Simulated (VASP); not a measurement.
An input for Quantum ESPRESSO's pw.x (written as the equivalent of a VASP run, and not itself run):

```
&CONTROL
  calculation = 'vc-relax'
  pseudo_dir = './pseudo'
  outdir = './out'
  tprnfor = .true.
  tstress = .true.
  nstep = 60
  forc_conv_thr = 0.00078
/
&SYSTEM
  ibrav = 0
  nat = 6
  ntyp = 2
  ecutwfc = 84
  occupations = 'smearing'
  smearing = 'gaussian'
  degauss = 0.003675
  input_dft = 'vdw-df-ob86'
/
&ELECTRONS
  conv_thr = 7.3e-08
  electron_maxstep = 100
/
&IONS
/
&CELL
/
ATOMIC_SPECIES
  Si 28.085 Si.upf
  O 15.999 O.upf
CELL_PARAMETERS angstrom
     4.1938819   -0.0000000    0.0000000
    -0.0000000    4.1938819    0.0000000
     0.0000000    0.0000000    2.6825246
ATOMIC_POSITIONS crystal
  Si   0.0000000  0.0000000  0.0000000
  Si   0.5000000  0.5000000  0.5000000
  O    0.3057128  0.3057128  0.0000000
  O    0.8057128  0.1942872  0.5000000
  O    0.1942872  0.8057128  0.5000000
  O    0.6942872  0.6942872  0.0000000
K_POINTS automatic
  5 5 7 0 0 0
```

Question: Translate this input to VASP (INCAR, KPOINTS, POSCAR, choice of POTCAR).

Answer: Several could match; the one computed here: 
### KPOINTS
```
Automatic mesh
0
gamma
 5 5 7
0 0 0
```

**POSCAR**
```
SiO2
1.0
  4.1938818509   0.0000000000   0.0000000000
  0.0000000000   4.1938818509   0.0000000000
  0.0000000000   0.0000000000   2.6825246477
Si O
2 4
Cartesian
  0.0000000000   0.0000000000   0.0000000000
  2.0969409255   2.0969409255   1.3412623239
  1.2821235208   1.2821235208   0.0000000000
  3.3790644462   0.8148174047   1.3412623239
  0.8148174047   3.3790644462   1.3412623239
  2.9117583301   2.9117583301   0.0000000000
```

### INCAR
```
AGGAC = 0.0
ALGO = Normal
EDIFF = 1E-6
EDIFFG = -0.02
ENCUT = 520
GGA = MK
IBRION = 2
ISIF = 3
ISMEAR = 0
LASPH = .True.
LCHARG = .False.
LREAL = .False.
LUSE_VDW = .True.
LWAVE = .False.
NELM = 100
NSW = 60
PARAM1 = 0.1234
PARAM2 = 1.0
PREC = Accurate
SIGMA = 0.05
SYSTEM = SiO2
```

POTCAR, in this order: Si O (PBE.64 set). Program: vasp_std.

What does not carry over: the potentials are each code's own (VASP's PAW set, PseudoDojo norm-conserving files in pw.x), so ENCUT and ecutwfc are chosen apart and not converted; conv_thr bounds pw.x's estimated SCF error, while EDIFF bounds the energy change between steps; forc_conv_thr acts on force components and is met together with etot_conv_thr.

The compound is SiO2 in the rutile structure, stishovite, a high-pressure form. This run relaxes it. Symmetry was kept, so distortions that lower it aren't found. The start is the result of an earlier pass.
